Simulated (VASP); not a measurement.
Method: PBE GGA, VASP's PBE PAW potentials (set 64) (plane waves; VASP).

A VASP calculation is set up with these files.

### POSCAR
```
Re
1
    4.3603640000     0.0000000000     0.0000000000
   -2.1801820000     3.7761860000     0.0000000000
    0.0000000000     0.0000000000     2.6520440000
Re
3
Direct
  0.0000000000   0.0000000000   0.0000000000
  0.3333330000   0.6666670000   0.5000000000
  0.6666670000   0.3333330000   0.5000000000
```

**INCAR**
```
SYSTEM = Re
PREC = Accurate
ENCUT = 300
EDIFF = 1E-6
NELM = 100
ALGO = Normal
LREAL = .FALSE.
LASPH = .TRUE.
ISMEAR = 0
SIGMA = 0.272
GGA = PE
LMAXMIX = 6
LWAVE = .FALSE.
LCHARG = .FALSE.
ISIF = 2
```

KPOINTS:
```
Automatic mesh
0
Gamma
7 7 9
0 0 0
```

POTCAR, in this order: Re (PBE.64 set). Program: vasp_std.

Q: What will the output report for the number of irreducible k-points (NKPTS), largest plane-wave count, number of space-group operations, FFT grid (NGX, NGY, NGZ)?

A: 
```json
{
 "number of irreducible k-points (NKPTS)": "40",
 "largest_plane_wave_count": "526",
 "number_of_space_group_operations": "24",
 "FFT grid (NGX, NGY, NGZ)": "28 × 28 × 16"
}
```

The structure was generated: Re was put into an ordered model structure, which need not be its known phase. The cell was not relaxed at this level. VASP warned that the highest band is occupied, so more bands are needed.
